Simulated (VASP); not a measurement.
**SiC (relaxed from the wurtzite structure, space group P6_3mc): computed properties**

Level of theory: PBEsol GGA, VASP's PBE PAW potentials (set 64) (plane waves; VASP 6.6.1).

```json
{
 "space_group": "P6_3mc (186)",
 "cell": "a = 3.078 Å, b = 3.078 Å, c = 5.049 Å, α = 90.00°, β = 90.00°, γ = 120.00°",
 "volume_per_atom": "10.36 Å^3/atom",
 "band gap (over mesh and band path)": "2.12 eV",
 "smallest direct gap (over mesh and band path)": "3.84 eV",
 "band_edge_character": "indirect, Γ to K",
 "density": "3.21 g/cm³"
}
```

```yaml
crystal:
  lattice:
    - [3.07807, 0.00000, 0.00000]
    - [-1.53904, 2.66569, 0.00000]
    - [0.00000, 0.00000, 5.04894]
  atoms:
    - { symbol: Si, position: [0.33333, 0.66667, 0.99954] }
    - { symbol: Si, position: [0.66667, 0.33333, 0.49954] }
    - { symbol: C, position: [0.33333, 0.66667, 0.37546] }
    - { symbol: C, position: [0.66667, 0.33333, 0.87546] }
```

The structure was generated: SiC was put into the wurtzite type (P6_3mc), which need not be its known phase. It was relaxed first. Symmetry was kept, so distortions that lower it aren't found.
